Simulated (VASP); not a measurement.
Here is the system:

```yaml
crystal:
  lattice:
    - [0.00000, 2.70500, 2.70500]
    - [2.70500, 0.00000, 2.70500]
    - [2.70500, 2.70500, 0.00000]
  atoms:
    - { symbol: Cu, position: [0.00000, 0.00000, 0.00000] }
    - { symbol: Cl, position: [0.25000, 0.25000, 0.25000] }
```

Computed with PBEsol GGA, VASP's PBE PAW potentials (set 64) (plane waves; VASP 6.6.1). Settings: 300 eV cut-off, 7×7×7 Γ-centred mesh, Fermi-Dirac smearing of 0.020 eV, potentials Cu Cl.

**Question.** Give the energies of bands 2 to 11 at the high-symmetry points, in eV from the valence-band maximum.

**Answer.** 
```
band      Γ      X      U      L      W
----  -----  -----  -----  -----  -----
2     -4.93  -6.60  -6.28  -6.66  -6.07
3     -4.93  -5.06  -5.62  -4.91  -5.77
4     -4.93  -5.06  -5.00  -4.91  -5.14
5     -1.51  -1.65  -1.75  -1.44  -1.71
6     -1.51  -1.41  -1.44  -1.44  -1.61
7      0.00  -1.32  -1.36  -1.39  -1.34
8      0.00  -1.12  -1.04  -0.57  -1.14
9      0.00  -1.12  -0.90  -0.57  -0.80
10     0.42   3.32   4.12   2.81   4.96
11     6.70   4.43   5.08   6.68   5.22
```

The gap is direct, 0.42 eV, from the valence maximum at Γ to the conduction minimum at Γ.

The structure is a typed CuCl crystal. The cell was not relaxed at this level.
